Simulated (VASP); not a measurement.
Input:

```
CELL_PARAMETERS angstrom
      0.00000     2.97433     2.97433
      2.97433     0.00000     2.97433
      2.97433     2.97433     0.00000
ATOMIC_POSITIONS crystal
  In 0.00000 0.00000 0.00000
  P  0.25000 0.25000 0.25000
```

Computed with HSE06 screened hybrid with spin-orbit coupling, VASP's PBE PAW potentials (set 64) (plane waves; VASP). Numerical set-up: 350 eV cut-off, 6×6×6 Γ-centred mesh, Gaussian smearing of 0.050 eV, potentials In_d P.

Task: Estimate the energy per atom (σ→0), band gap (over the mesh, the named points and PBE's band edges) with the smallest direct gap where there is one.

Result: 
| Property | Value |
|---|---|
| band gap (over the mesh, the named points and PBE's band edges) | 1.20 eV |
| smallest direct gap (over the mesh, the named points and PBE's band edges) | 1.20 eV |
| energy per atom (σ→0) | -5.020 eV/atom |

Total energies compare only between runs with the same potentials, cut-off and functional.

The compound is InP in the zinc blende structure. It was relaxed first.
